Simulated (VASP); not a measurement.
WO$_{3}$ (space group Cmcm): the band gap from VASP (plane waves, PAW) at several levels of theory. Gaps are without spin-orbit coupling. Each level names its cell: its own relaxed one, PBE's, or the starting one. A gap is the smallest over the k-mesh and a band path; hybrids may have named points in place of the path, and GW has the mesh alone.  mBJ is a potential without an energy functional, so only the levels count.

| level | band gap (eV) |
|---|---|
| LDA (own cell) | 1.03 |
| PBEsol (own cell) | 1.17 |
| mBJ (TB09) (PBE cell) | 2.36 |

The cell of the LDA (own cell) run:

Space group Cmcm (No. 63); a = 5.402 Å, b = 5.421 Å, c = 7.481 Å, α = β = γ = 90.00°

```csv
atom,site,symmetry,x,y,z
W,4c,m2m,0.0000,0.5504,0.2500
O,4b,2/m..,0.0000,0.5000,0.0000
O,8g,..m,0.2489,0.2674,0.2500
```
(The calculation used a cell of 8 atoms; values per cell refer to that cell.)

Only levels that ran to the end are used. Left out are those held back, those with too coarse a band path, GW runs whose mesh misses a band edge, hybrids' fits of cells that aren't cubic and levels without matching references; a question may draw on a part of the rest.

The structure comes from a computed database's WO3 entry (Cmcm); how it stands against other phases isn't given here.
